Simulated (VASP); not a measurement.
# LaSi3Ir: which input changes matter

Aim: change the input of a sound run on LaSi3Ir piece by piece and see what each change does. All runs use PBEsol. The start is a cell from a database of measured crystal structures.

Method: PBEsol; plane waves and PAW (La, Si, Ir), in VASP 6.6.1.

## (1) The starting structure

Symmetry: I4mm, No. 107, tetragonal system. Conventional cell: a = 4.278 Å, b = 4.278 Å, c = 9.830 Å, α = 90.00°, β = 90.00°, γ = 90.00°. La has 12 Si at 3.15 to 3.34 Å and 5 Ir at 3.39 Å nearest. Nearest to Si lie 2 Ir at 2.38 Å and 6 Si at 2.60 to 3.03 Å and 4 La at 3.17 to 3.34 Å. Nearest to Si lie 1 Ir at 2.40 Å and 4 Si at 2.60 Å and 4 La at 3.15 Å. Nearest to Ir lie 5 Si at 2.38 to 2.40 Å and 5 La at 3.39 Å. Farther neighbours are not listed.

Structure file:

```xyz
5
Lattice="0.0000 -4.2780 0.0000 -4.2780 0.0000 0.0000 2.1390 -2.1390 -4.9150" Properties=species:S:1:pos:R:3 pbc="T T T"
La    0.0000    0.0000    0.0000
Si   -2.1390   -4.2780   -2.3445
Si    0.0000   -2.1390   -2.3445
Si   -2.1390   -2.1390   -0.8729
Ir    0.0000   -4.2780   -3.3884
```

## (2) Reference run

A single point writes out the density, ELF and the potential. PBEsol restores the gradient expansion of exchange and is tuned for the cells of solids.

File INCAR:

```
SYSTEM = LaSi3Ir
PREC = Accurate
ENCUT = 400
EDIFF = 1E-06
NELM = 100
ISMEAR = -1
SIGMA = 0.05
LREAL = .FALSE.
ALGO = Normal
GGA = PS
NBANDS = 22
LASPH = .TRUE.
LORBIT = 11
LWAVE = .FALSE.
LCHARG = .TRUE.
ISIF = 2
LELF = .TRUE.
LVHAR = .TRUE.
```

File POSCAR:

```
LaSi3Ir
1.0
    0.0000000000     -4.2780000000      0.0000000000
   -4.2780000000      0.0000000000      0.0000000000
    2.1390000000     -2.1390000000     -4.9150000000
La Si Ir
1 3 1
Direct
    0.0000000000      0.0000000000      0.0000000000
    0.7615000000      0.7385000000      0.4770000000
    0.2615000000      0.2385000000      0.4770000000
    0.4112000000      0.5888000000      0.1776000000
    0.6553000000      0.3447000000      0.6894000000
```

File KPOINTS:

```
Automatic mesh
0
Gamma
6 6 6
0 0 0
```

Potentials, in the order of the species: La, Si and Ir (PBE family, release 64).

Command:

```console
> mpirun -np 4 vasp_std
```

Log:

```text
[banner, memory and clock lines left out]
running    4 mpi-ranks, on    1 nodes
 distrk:  each k-point on    4 cores,    1 groups
 distr:  one band on    1 cores,    4 groups

 POSCAR found type information on POSCAR LaSiIr
 POSCAR found :  3 types and       5 ions
|                                                                             |
|               ----> ADVICE to this user running VASP <----                  |
|                                                                             |
|     You enforced a specific xc type in the INCAR file but a different       |
|     [... a line on the potential file left out ...]
|     I HOPE YOU KNOW WHAT YOU ARE DOING!                                     |
|                                                                             |

 LDA part: xc-table for (Slater+PW92), standard interpolation
|                                                                             |
|           W    W    AA    RRRRR   N    N  II  N    N   GGGG   !!!           |
|           W    W   A  A   R    R  NN   N  II  NN   N  G    G  !!!           |
|           W    W  A    A  R    R  N N  N  II  N N  N  G       !!!           |
|           W WW W  AAAAAA  RRRRR   N  N N  II  N  N N  G  GGG   !            |
|           WW  WW  A    A  R   R   N   NN  II  N   NN  G    G                |
|           W    W  A    A  R    R  N    N  II  N    N   GGGG   !!!           |
|                                                                             |
|     The number of bands has been changed from the values supplied in        |
|     The orbitals not found in the WAVECAR file will be initialized with     |
|     random numbers, which is usually adequate. For correlated               |
|     calculations, however, you should redo the groundstate calculation.     |
|     I found NBANDS = 22. Now, NBANDS = 24.                                  |
|                                                                             |

 POSCAR, INCAR and KPOINTS ok, starting setup
 FFT: planning ... GRIDC
 FFT: planning ... GRID_SOFT
 FFT: planning ... GRID
 WAVECAR not read
 entering main loop
       N       E                     dE             d eps       ncg     rms          rms(c)
DAV:   1     0.200153223133E+03    0.20015E+03   -0.10072E+04  1472   0.135E+03
DAV:   2    -0.772750329749E+00   -0.20093E+03   -0.17461E+03  1632   0.264E+02
DAV:   3    -0.362480804488E+02   -0.35475E+02   -0.32917E+02  2248   0.107E+02
DAV:   4    -0.381091164934E+02   -0.18610E+01   -0.18394E+01  2592   0.273E+01
DAV:   5    -0.381677360199E+02   -0.58620E-01   -0.58505E-01  2080   0.449E+00    0.165E+01
DAV:   6    -0.375041948146E+02    0.66354E+00   -0.11485E+01  2424   0.251E+01    0.461E+00
DAV:   7    -0.370593303337E+02    0.44486E+00   -0.37888E+00  2384   0.165E+01    0.442E+00
DAV:   8    -0.370066826955E+02    0.52648E-01   -0.46243E-01  2296   0.449E+00    0.951E-01
DAV:   9    -0.369920338756E+02    0.14649E-01   -0.13130E-01  2456   0.294E+00    0.460E-01
DAV:  10    -0.369907965041E+02    0.12374E-02   -0.14592E-02  2272   0.960E-01    0.115E-01
DAV:  11    -0.369909881792E+02   -0.19168E-03   -0.15610E-03  2520   0.245E-01    0.769E-02
DAV:  12    -0.369911040337E+02   -0.11585E-03   -0.40037E-04  2312   0.107E-01    0.329E-02
DAV:  13    -0.369911164151E+02   -0.12381E-04   -0.83694E-05  2672   0.554E-02    0.173E-02
DAV:  14    -0.369911284232E+02   -0.12008E-04   -0.52124E-05  2088   0.359E-02    0.735E-03
DAV:  15    -0.369911291238E+02   -0.70060E-06   -0.73411E-06  2352   0.196E-02
   1 F= -.36991129E+02 E0= -.36982909E+02  d E =-.164397E-01
```

Elapsed: 12 s, on 4 MPI ranks of AMD EPYC 9R45, shared host; peak memory 0.51 GiB; 45 s of CPU time.

Lines that name or quote the potential files are left out of all logs, and their timing lines are given in words.

Parts of OUTCAR (step 2):

```text
ion  position               nearest neighbor table
   1  0.000  0.000  0.000-   4 3.15   4 3.15   4 3.15   4 3.15   3 3.17   2 3.17   3 3.17   2 3.17
                             3 3.34   2 3.34   2 3.34   3 3.34   5 3.39   5 3.39   5 3.39   5 3.39
   2  0.761  0.739  0.477-   5 2.38   5 2.38   4 2.60   4 2.60   3 3.03   3 3.03   3 3.03   3 3.03
                             1 3.17   1 3.17   1 3.34   1 3.34
   3  0.261  0.239  0.477-   5 2.38   5 2.38   4 2.60   4 2.60   2 3.03   2 3.03   2 3.03   2 3.03
                             1 3.17   1 3.17   1 3.34   1 3.34
   4  0.411  0.589  0.178-   5 2.40   3 2.60   2 2.60   3 2.60   2 2.60   1 3.15   1 3.15   1 3.15
                             1 3.15
   5  0.655  0.345  0.689-   3 2.38   2 2.38   3 2.38   2 2.38   4 2.40   1 3.39   1 3.39   1 3.39
                             1 3.39   1 3.39

  LATTYP: Found a body centered tetragonal cell.
 ALAT       =     4.2780000000
 C/A-ratio  =     2.2978027115

 Subroutine GETGRP returns: Found  8 space group operations
 (whereof  8 operations were pure point group operations)

The static configuration has the point symmetry C_4v.

 Found     30 irreducible k-points:

   k-points           NKPTS =     30   k-points in BZ     NKDIM =     30   number of bands    NBANDS=     24

   dimension x,y,z NGX =    28 NGY =   28 NGZ =   40
   dimension x,y,z NGXF=    56 NGYF=   56 NGZF=   80

   ENCUT  =  400.0 eV  29.40 Ry    5.42 a.u.   6.98  6.98  9.41*2*pi/ulx,y,z

   NELECT =      32.0000    total number of electrons

 k-points in reciprocal lattice and weights: Automatic mesh
   0.00000000  0.00000000  0.00000000       0.005
   0.16666667  0.00000000  0.00000000       0.037
   0.33333333  0.00000000 -0.00000000       0.037
   0.50000000  0.00000000 -0.00000000       0.019
   0.16666667  0.16666667  0.00000000       0.019
   0.33333333  0.16666667  0.00000000       0.074
   0.50000000  0.16666667 -0.00000000       0.074
  -0.33333333  0.16666667  0.00000000       0.074
  -0.16666667  0.16666667  0.00000000       0.037
[...]
-0.16666667  0.16666667  0.33333333       0.019
   0.00000000  0.00000000  0.50000000       0.005

 average (electrostatic) potential at core
       1 -94.1060       2 -79.9364       3 -79.9364       4 -79.6502       5 -48.7805

 E-fermi :   9.5020

 k-point     1 :       0.0000    0.0000    0.0000
  band No.  band energies     occupation
    ...
     11       6.1288      2.00000
     12       6.2699      2.00000
     13       6.7201      2.00000
     14       7.7801      2.00000
     15       7.7801      2.00000
     16       9.5630      0.45621
     17       9.5630      0.45621
     18      10.6207      0.00000
     19      11.3226      0.00000
     20      11.6889      0.00000
    ...

 k-point     2 :       0.1667    0.0000    0.0000
  band No.  band energies     occupation
    ...
     13       6.7756      2.00000
     14       7.8484      2.00000
     15       7.9488      2.00000
     16       8.7484      2.00000
     17       9.0695      1.99965
     18      10.6862      0.00000
     19      11.4618      0.00000
     20      11.7544      0.00000
     21      11.8298      0.00000
     22      11.8852      0.00000
    ...

 k-point     3 :       0.3333    0.0000   -0.0000
  band No.  band energies     occupation
    ...
     13       6.9150      2.00000
     14       7.5209      2.00000
     15       7.9599      2.00000
     16       8.5377      2.00000
     17       9.1465      1.99837
     18      10.8933      0.00000
     19      11.6121      0.00000
     20      11.8195      0.00000
     21      11.9076      0.00000
     22      11.9735      0.00000
    ...

  Total       -0.7955231     -0.7955231     -1.0160628      0.0000000      0.0000000      0.0000000
  in kB      -14.1696231    -14.1696231    -18.0978111      0.0000000      0.0000000      0.0000000
  external PRESSURE =     -15.4790191 kB  Pullay stress =       0.0000000 kB

  energy-cutoff  :      400.00
  volume of cell :       89.95
      direct lattice vectors                 reciprocal lattice vectors
     0.000000000 -4.278000000  0.000000000     0.000000000 -0.233754091  0.101729400
    -4.278000000  0.000000000  0.000000000    -0.233754091  0.000000000 -0.101729400
     2.139000000 -2.139000000 -4.915000000     0.000000000  0.000000000 -0.203458800

 POSITION                                       TOTAL-FORCE (eV/Angst)
 -----------------------------------------------------------------------------------
      0.00000      0.00000      0.00000        -0.000000      0.000000     -0.103363
     -2.13900     -4.27800     -2.34445        -0.000000      0.000000      0.100145
     -0.00000     -2.13900     -2.34445        -0.000000      0.000000      0.100145
     -2.13900     -2.13900     -0.87290        -0.000000      0.000000      0.257029
     -0.00000     -4.27800     -3.38840         0.000000     -0.000000     -0.353955
 -----------------------------------------------------------------------------------
    total drift:                               -0.000002      0.000002     -0.000768

  FREE ENERGIE OF THE ION-ELECTRON SYSTEM (eV)
  ---------------------------------------------------
  free  energy   TOTEN  =       -36.9911291238 eV

  energy  without entropy=      -36.9746894508  energy(sigma->0) =      -36.98290929

 total charge
# of ion       s       p       d       f       tot
--------------------------------------------------
    1        2.027   5.629   0.763   0.173   8.592
    2        0.771   0.834   0.000   0.000   1.605
    3        0.771   0.834   0.000   0.000   1.605
    4        0.771   0.868   0.000   0.000   1.638
    5        0.721   0.772   7.244   0.000   8.737
--------------------------------------------------
tot          5.061   8.936   8.007   0.173  22.177

[... 3 further parts left out ...]
```

The k-mesh is coarse for a metal. The PAW data sets were made with PBE, which is usual practice but a small mismatch for other functionals.

This step gave:

```yaml
scf_cycles: 15
electrons: 32
bands: 24
irreducible_k_points: 30
symmetry_operations: 8
free_energy_toten: -36.99 eV
energy_at_zero_smearing: -36.98 eV
fermi_energy: 9.502 eV
pressure: -1.548 GPa
metallic_judged_on_the_points_sampled: yes
```

Force by atom:

```tsv
atom	x (eV/Å)	y (eV/Å)	z (eV/Å)	size
La1	0.000	0.000	-0.103	0.103
Si2	0.000	0.000	0.100	0.100
Si3	0.000	0.000	0.100	0.100
Si4	0.000	0.000	0.257	0.257
Ir5	0.000	0.000	-0.354	0.354
```

ELF in the ac plane of the conventional cell at fractional y = 0.000, with atoms of La and Si and Ir within 0.2 Å of it. It is the smooth field of the valence electrons, not physical close to the nuclei.

Values, 24 rows by 14 columns, each cell a mean:
```
0.61 0.76 0.84 0.66 0.24 0.06 0.07 0.07 0.06 0.10 0.43 0.78 0.83 0.68
0.86 0.85 0.74 0.41 0.13 0.10 0.15 0.17 0.13 0.09 0.22 0.58 0.81 0.86
0.63 0.52 0.30 0.14 0.16 0.29 0.41 0.43 0.36 0.23 0.13 0.19 0.40 0.59
0.11 0.10 0.10 0.19 0.38 0.56 0.64 0.66 0.62 0.49 0.29 0.14 0.09 0.11
0.09 0.11 0.19 0.34 0.51 0.59 0.58 0.57 0.59 0.57 0.44 0.26 0.14 0.10
0.24 0.24 0.30 0.42 0.48 0.38 0.22 0.18 0.28 0.44 0.47 0.36 0.26 0.24
0.47 0.46 0.48 0.56 0.60 0.46 0.22 0.16 0.33 0.55 0.60 0.52 0.47 0.47
0.61 0.65 0.69 0.72 0.77 0.76 0.67 0.63 0.71 0.77 0.75 0.71 0.68 0.63
0.37 0.55 0.74 0.78 0.78 0.79 0.80 0.79 0.80 0.79 0.78 0.78 0.67 0.44
0.11 0.32 0.63 0.74 0.70 0.65 0.63 0.63 0.64 0.67 0.73 0.72 0.50 0.19
0.35 0.47 0.64 0.67 0.56 0.41 0.31 0.29 0.35 0.47 0.62 0.67 0.57 0.40
0.74 0.74 0.71 0.61 0.44 0.24 0.13 0.10 0.17 0.33 0.53 0.67 0.73 0.74
0.56 0.55 0.53 0.48 0.37 0.22 0.10 0.08 0.15 0.29 0.43 0.50 0.54 0.56
0.29 0.33 0.35 0.35 0.35 0.29 0.21 0.19 0.24 0.33 0.35 0.36 0.35 0.30
0.03 0.08 0.21 0.31 0.37 0.44 0.44 0.44 0.45 0.41 0.34 0.28 0.15 0.05
0.01 0.02 0.15 0.35 0.50 0.64 0.67 0.67 0.67 0.59 0.43 0.27 0.07 0.01
0.02 0.09 0.28 0.49 0.68 0.76 0.65 0.59 0.72 0.75 0.59 0.40 0.18 0.04
0.24 0.30 0.43 0.60 0.75 0.66 0.33 0.21 0.49 0.74 0.70 0.51 0.36 0.26
0.38 0.39 0.46 0.61 0.68 0.50 0.22 0.16 0.34 0.61 0.67 0.54 0.42 0.38
0.31 0.31 0.34 0.45 0.58 0.61 0.61 0.61 0.61 0.61 0.52 0.39 0.31 0.31
0.27 0.22 0.16 0.21 0.40 0.63 0.76 0.79 0.72 0.53 0.30 0.17 0.18 0.25
0.74 0.67 0.47 0.24 0.20 0.38 0.58 0.62 0.50 0.28 0.18 0.33 0.58 0.72
0.78 0.83 0.82 0.57 0.22 0.15 0.24 0.28 0.19 0.14 0.36 0.72 0.84 0.81
0.44 0.70 0.84 0.72 0.31 0.08 0.08 0.09 0.07 0.14 0.51 0.82 0.81 0.56
```
Columns run along a (4.3 Å), rows up along c (9.8 Å), edges of the conventional cell, whose origin can differ from the input's. Atoms in or near the plane, at fractional coordinates: La at (0.00, 0.00), Si at (0.50, 0.74), Si at (0.50, 0.24), Si at (0.00, 0.59), Ir at (0.00, 0.34).

Electrostatic potential energy in the ac plane of the conventional cell at fractional y = 0.000, with atoms of La and Si and Ir within 0.2 Å of it. With pseudopotentials it is smooth inside the atoms' cores, unlike the true potential.

Ten even steps from '0' (-100 eV) to '9' (3 eV), each cell a mean:
```
01479999998620
35789999999864
88999999999988
99999999999999
99999865789999
99998410269999
99998400268999
88999754689998
35899999999863
02699999999840
13799999999852
78999999999987
99999999999999
78899999999987
55789999999865
44689999999754
55789865789865
78898410268987
99998400269999
99999754689999
99999999999999
77899999999987
13689999999742
00379999998610
```
Columns run along a (4.3 Å; values clipped at the 3rd and 97th percentile), rows up along c (9.8 Å), edges of the conventional cell, whose origin can differ from the input's. Atoms in or near the plane, at fractional coordinates: La at (0.00, 0.00), Si at (0.50, 0.74), Si at (0.50, 0.24), Si at (0.00, 0.59), Ir at (0.00, 0.34).

Valence density in the ac plane of the conventional cell at fractional y = 0.000, with atoms of La and Si and Ir within 0.2 Å of it. It is the smooth field of the valence electrons, not physical close to the nuclei.

Ten even steps from '0' (-0.1 e/Å³) to '9' (2.5 e/Å³), each cell a mean:
```
36531000001464
65310000001246
22100000000112
00000111110000
00001111111000
00011100111000
11111100111111
11111111111111
11111111111111
01111111111110
01111000001111
22110000001112
22110000001112
43211000001134
76421100111357
97531111112469
76432211222357
43222100122234
11111100111111
11111111111111
11101111111011
43210011101123
66421000001356
15631000002463
```
Columns run along a (4.3 Å), rows up along c (9.8 Å), edges of the conventional cell, whose origin can differ from the input's. Atoms in or near the plane, at fractional coordinates: La at (0.00, 0.00), Si at (0.50, 0.74), Si at (0.50, 0.24), Si at (0.00, 0.59), Ir at (0.00, 0.34).

The pressure is -1.55 GPa and the largest force 0.354 eV/Å, so the cell is not at a minimum at these settings.

(Part 1 of 4 ends here.)

[Lines on the potential files, build, host, timing and source positions are cut from VASP's logs without a mark.]

[Logs are printed without paths, hosts, clocks, repeated set-up lines and the standing remarks that a program may print on its own settings, such as how far it seeks lower states.]

[Hosts, paths, dates, database ids (printed as entryN), source tags and the programs' standing remarks are cut or masked in the printed files.]

[A measured line is paired with the nearest computed mode of its activity, which favours agreement.]

[In band tables of VASP the shares of atoms and orbitals are scaled to a sum of 1 inside the atoms' spheres.]
